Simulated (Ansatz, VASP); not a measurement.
## HfGe: VASP beside Ansatz

```
CELL_PARAMETERS angstrom
0.00000 2.87627 2.87627
2.87627 0.00000 2.87627
2.87627 2.87627 0.00000
ATOMIC_POSITIONS crystal
Hf 0.00000 0.00000 0.00000
Ge 0.25000 0.25000 0.25000
```

Change from the starting cell: volume scaled by 0.9, LAPW.

Alike in both runs: task single point; functional LDA; k mesh 11 × 11 × 11; occupations fermi-dirac, width 0.05 eV; no spin polarisation.

|  | VASP | Ansatz |
| --- | --- | --- |
| version | VASP 6.6.1 | Ansatz 0.2.0 |
| potentials or method | VASP PAW LDA potentials, release 64 (Hf_pv, Ge_d), cutoff 520 eV | all-electron LAPW, scalar-relativistic |

Ansatz gave:

| Quantity | Value |
| --- | --- |
| pressure (GPa) | 9.4 |

Question: Estimate VASP's values.

Answer: Pressure (GPa): 9.3.

Ansatz ran all-electron here, so the differences hold the error of VASP's frozen core and of both bases.

Spin-orbit coupling is left out, which matters for the levels of Hf.
